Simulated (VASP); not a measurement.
An input for Quantum ESPRESSO's pw.x (written as the equivalent of a VASP run, and not itself run):

```
&CONTROL
  calculation = 'vc-relax'
  pseudo_dir = './pseudo'
  outdir = './out'
  tprnfor = .true.
  tstress = .true.
  nstep = 60
  forc_conv_thr = 0.00039
/
&SYSTEM
  ibrav = 0
  nat = 2
  ntyp = 2
  ecutwfc = 84
  occupations = 'smearing'
  smearing = 'gaussian'
  degauss = 0.003675
  input_dft = 'pz'
/
&ELECTRONS
  conv_thr = 7.3e-08
  electron_maxstep = 100
/
&IONS
/
&CELL
/
ATOMIC_SPECIES
  Sr 87.620 Sr.upf
  O 15.999 O.upf
CELL_PARAMETERS angstrom
     0.0000000    2.5388380    2.5388380
     2.5388380    0.0000000    2.5388380
     2.5388380    2.5388380   -0.0000000
ATOMIC_POSITIONS crystal
  Sr   0.5000000  0.5000000  0.5000000
  O    0.0000000  0.0000000  0.0000000
K_POINTS automatic
  8 8 8 0 0 0
```

Translate this input to VASP (INCAR, KPOINTS, POSCAR, choice of POTCAR).

Several could match; the one computed here: 
**INCAR**
```
! general
SYSTEM   =  SrO
PREC     =  Accurate
ENCUT    =  520
LREAL    =  .FALSE.
LASPH    =  .TRUE.

! electronic loop
EDIFF    =  1E-6
NELM     =  100
ALGO     =  Normal
LMAXMIX  =  4

! smearing
ISMEAR   =  0
SIGMA    =  0.05

! ions
IBRION   =  2
NSW      =  60
ISIF     =  3
EDIFFG   =  -0.01

! output
LWAVE    =  .FALSE.
LCHARG   =  .FALSE.
```

**KPOINTS**
```
Automatic mesh
0
Gamma
8 8 8
0 0 0
```

File POSCAR:
```
SrO
1.0
  0.0000000000   2.5388379720   2.5388379720
  2.5388379720   0.0000000000   2.5388379720
  2.5388379720   2.5388379720   0.0000000000
Sr O
1 1
Cart
  2.5388379720   2.5388379720   2.5388379720
  0.0000000000   0.0000000000   0.0000000000
```

POTCAR, in this order: Sr_sv O (LDA.64 set). Program: vasp_std.

What does not carry over: the potentials are each code's own (VASP's PAW set, PseudoDojo norm-conserving files in pw.x), so ENCUT and ecutwfc are chosen apart and not converted; conv_thr bounds pw.x's estimated SCF error, while EDIFF bounds the energy change between steps; forc_conv_thr acts on force components and is met together with etot_conv_thr.

The structure comes from a computed database's SrO entry (Fm-3m); how it stands against other phases isn't given here. It was relaxed first, which changed the volume by -5 %. The start is the result of an earlier pass.
